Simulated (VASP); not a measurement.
Here is the system:

```
Ti
1.0
   -1.64100     1.64100     1.64100
    1.64100    -1.64100     1.64100
    1.64100     1.64100    -1.64100
Ti
1
Direct
  0.00000   0.00000   0.00000
```

Computed with r2SCAN+rVV10, VASP's PBE PAW potentials (set 64) (plane waves; VASP 6.6.1). Numerical set-up: 400 eV cut-off, 14×14×14 Γ-centred mesh, first-order Methfessel-Paxton smearing of 0.10 eV, potentials Ti_sv.

Energy and stress use the plane-wave basis of the starting cell.

Question: The ions, cell shape and volume are relaxed. Predict the relaxed structure.

Answer: 
```
Ti
1.0
   -1.62152     1.62152     1.62152
    1.62152    -1.62152     1.62152
    1.62152     1.62152    -1.62152
Ti
1
Direct
  0.00000   0.00000   0.00000
```
Space group Im-3m (229), at a tolerance of 0.03 Å.

Question: How do energy and volume change from the first to the last step?

Answer: The energy (σ→0) changes by -8.0 meV/atom and the volume by -3.5 %, in 4 ionic steps.

The structure comes from a measured Ti entry (Im-3m) of the Crystallography Open Database, whose conditions weren't checked. This run relaxes it. Symmetry was kept, so distortions that lower it aren't found.
